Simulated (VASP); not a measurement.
These are revPBE GGA, VASP's PBE PAW potentials (set 64) (plane waves; VASP) values and carry that method's errors.

A VASP calculation is set up with these files.

**INCAR**
```
ALGO = Normal
EDIFF = 1E-6
EDIFFG = -0.01
ENCUT = 520
GGA = RE
IBRION = 2
ISIF = 3
ISMEAR = 1
LASPH = .TRUE.
LCHARG = .FALSE.
LMAXMIX = 6
LREAL = .FALSE.
LWAVE = .FALSE.
NELM = 100
NSW = 60
PREC = Accurate
SIGMA = 0.1
SYSTEM = WC
```

**KPOINTS**
```
Automatic mesh
0
Gamma
13 13 11
0 0 0
```

File POSCAR:
```
WC
1
    1.4664995230    -2.5400517599    -0.0000000000
    1.4664995230     2.5400517599    -0.0000000000
    0.0000000000     0.0000000000     2.8560800557
W C
1 1
Direct
  0.0000000000   0.0000000000   0.0000000000
  0.3333330000   0.6666670000   0.5000000000
```

POTCAR, in this order: W_sv C (PBE.64 set). Program: vasp_std.

What VASP printed:

OUTCAR:
```
 ion  position               nearest neighbor table
   1  0.000  0.000  0.000-   2 2.22   2 2.22   2 2.22   2 2.22   2 2.22   2 2.22
   2  0.333  0.667  0.500-   1 2.22   1 2.22   1 2.22   1 2.22   1 2.22   1 2.22
  LATTYP: Found a hexagonal cell.
 ALAT       =     2.9329991125
 C/A-ratio  =     0.9737746062
 Subroutine PRICEL returns:
 Original cell was already a primitive cell.
 Subroutine GETGRP returns: Found 12 space group operations
The static configuration has the point symmetry D_3h.
The dynamic configuration has the point symmetry D_3h.
 Subroutine INISYM returns: Found 12 space group operations
 Subroutine IBZKPT returns following result:
 Found    126 irreducible k-points:

 Following reciprocal coordinates:
            Coordinates               Weight
  0.000000  0.000000  0.000000      1.000000
  0.076923  0.000000  0.000000      6.000000
  0.153846 -0.000000  0.000000      6.000000
  0.230769  0.000000  0.000000      6.000000
  0.307692 -0.000000  0.000000      6.000000
  0.384615  0.000000  0.000000      6.000000
  0.461538  0.000000  0.000000      6.000000
  0.076923  0.076923  0.000000      6.000000
  0.153846  0.076923  0.000000     12.000000
  0.230769  0.076923  0.000000     12.000000
  0.307692  0.076923  0.000000     12.000000
  0.384615  0.076923  0.000000     12.000000
  0.461538  0.076923  0.000000      6.000000
  0.153846  0.153846  0.000000      6.000000
  0.230769  0.153846  0.000000     12.000000
  0.307692  0.153846  0.000000     12.000000
  0.384615  0.153846  0.000000     12.000000
  0.230769  0.230769  0.000000      6.000000
  0.307692  0.230769  0.000000     12.000000
  0.384615  0.230769  0.000000      6.000000
  0.307692  0.307692  0.000000      6.000000
  0.000000  0.000000  0.090909      2.000000
  0.076923  0.000000  0.090909     12.000000
...
```

OSZICAR:
```
       N       E                     dE             d eps       ncg     rms          rms(c)
DAV:   1     0.111864957218E+03    0.11186E+03   -0.98897E+03  3276   0.154E+03
DAV:   2    -0.204078412036E+02   -0.13227E+03   -0.12861E+03  3696   0.380E+02
DAV:   3    -0.245586135741E+02   -0.41508E+01   -0.40704E+01  4034   0.615E+01
DAV:   4    -0.246020157228E+02   -0.43402E-01   -0.43376E-01  3576   0.657E+00
DAV:   5    -0.246023669165E+02   -0.35119E-03   -0.35118E-03  3866   0.625E-01    0.307E+01
DAV:   6    -0.216850260390E+02    0.29173E+01   -0.94402E+00  3721   0.314E+01    0.799E+00
DAV:   7    -0.216218608352E+02    0.63165E-01   -0.40893E-01  3426   0.569E+00    0.571E+00
DAV:   8    -0.215978136273E+02    0.24047E-01   -0.73693E-02  3616   0.263E+00    0.806E-01
DAV:   9    -0.215967419176E+02    0.10717E-02   -0.37851E-03  3571   0.496E-01    0.146E-01
DAV:  10    -0.215967273018E+02    0.14616E-04   -0.29785E-04  3756   0.229E-01    0.746E-02
DAV:  11    -0.215967261943E+02    0.11075E-05   -0.22114E-05  3606   0.443E-02    0.108E-02
DAV:  12    -0.215967249112E+02    0.12831E-05   -0.56762E-06  3546   0.237E-02    0.318E-03
DAV:  13    -0.215967249442E+02   -0.33011E-07   -0.10995E-07  1688   0.357E-03
   1 F= -.21596725E+02 E0= -.21596618E+02  d E =-.215967E+02
```

File OUTCAR:
```
------------------------ aborting loop because EDIFF is reached ----------------------------------------
  FORCE on cell =-STRESS in cart. coord.  units (eV):
  Direction    XX          YY          ZZ          XY          YZ          ZX
  --------------------------------------------------------------------------------------
  Total       -0.0039835     -0.0039835     -0.0025886      0.0000000      0.0000000     -0.0000000
  in kB       -0.2999532     -0.2999532     -0.1949142      0.0000000      0.0000000     -0.0000000
  external PRESSURE =      -0.2649402 kB  Pullay stress =       0.0000000 kB
  volume of cell :       21.28
      direct lattice vectors                 reciprocal lattice vectors
     1.466499523 -2.540051760  0.000000000     0.340947946 -0.196846382  0.000000000
     1.466499523  2.540051760  0.000000000     0.340947946  0.196846382  0.000000000
     0.000000000  0.000000000  2.856080056     0.000000000  0.000000000  0.350130242
 POSITION                                       TOTAL-FORCE (eV/Angst)
 -----------------------------------------------------------------------------------
      0.00000      0.00000      0.00000         0.000000     -0.000000      0.000000
      1.46650      0.84669      1.42804        -0.000000      0.000000      0.000000
 -----------------------------------------------------------------------------------
    total drift:                               -0.000000     -0.000388      0.000000
  FREE ENERGIE OF THE ION-ELECTRON SYSTEM (eV)
  ---------------------------------------------------
  free  energy   TOTEN  =       -21.5967249442 eV

  energy  without entropy=      -21.5964035423  energy(sigma->0) =      -21.59661781

 reached required accuracy - stopping structural energy minimisation
```
(Selected blocks of OUTCAR.)

The compound is WC in the wc structure. It was relaxed first. The start is the result of an earlier pass.
